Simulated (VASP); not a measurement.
Mg6CrNi:

```
Ni Cr Mg
1.0
     4.82267    0.00000    0.00000
     0.00000    3.03269    5.23484
     0.00000   -3.03269    5.23484
Ni Cr Mg
1 1 6
Direct
  0.50000 0.83249 0.83249
  0.50000 0.33305 0.33305
  0.00000 0.17120 0.17120
  0.00000 0.67489 0.67489
  0.00000 0.66612 0.15581
  0.00000 0.15581 0.66612
  0.50000 0.83432 0.33214
  0.50000 0.33214 0.83432
```

The cell comes from a database or a generator and needn't be the stable form of this composition.

* Program: VASP 6.6.1
* Task: single point
* Functional: PBE
* Potentials or basis: VASP PAW PBE potentials, release 64 (Ni, Cr_pv, Mg)
* Cutoff: 520 eV
* k mesh: 6 × 5 × 5
* Occupations: fermi-dirac, width 0.05 eV
* Spin: collinear spin, ferromagnetic start
* Starting moments: [1.0, 3.0, 0.0, 0.0, 0.0, 0.0, 0.0, 0.0] μB

On this cell: pressure 0.1 GPa; largest force 0.051 eV/Å; net moment 3.83 μB per cell; site moments Ni -0.01; Cr +3.61; Mg -0.01, +0.00 μB; band gap on the k mesh none (metal or under the smearing width).

The same run follows on a disturbed copy (atoms moved at random, drawn with an rms of 0.05 Å):

```xyz
8
Lattice="4.8227 0.0000 0.0000 0.0000 3.0327 5.2348 0.0000 -3.0327 5.2348" Properties=species:S:1:pos:R:3 pbc="T T T"
Ni    2.3844   -0.0270    8.7122
Cr    2.3812   -0.0056    3.5235
Mg   -0.0040   -0.0107    1.8106
Mg    0.0081   -0.0179    7.0093
Mg    0.0098    1.4876    4.3157
Mg    0.0118   -1.5679    4.2934
Mg    2.4462    1.5022    6.0658
Mg    2.4453   -1.5462    6.1411
```

Task: What does the disturbed cell give?

Result: The energy (extrapolated to zero smearing) moves by +4.1 meV/atom; pressure 0.1 GPa; largest force 0.315 eV/Å; net moment 3.82 μB per cell; site moments Ni -0.00; Cr +3.60; Mg -0.01, -0.00 μB; band gap on the k mesh none (metal or under the smearing width).

Forces on the atoms (eV/Å):
```
Ni   0.050 -0.027 -0.026
Cr   0.161 -0.102 -0.164
Mg   0.088 -0.076 -0.031
Mg   0.092 -0.007  0.301
Mg  -0.025  0.269 -0.148
Mg  -0.036 -0.171 -0.002
Mg  -0.167  0.108  0.152
Mg  -0.163  0.005 -0.081
```

Stress tensor (GPa, compression positive):
```
 0.31 -0.01  0.04
-0.01 -0.09  0.12
 0.04  0.12  0.10
```
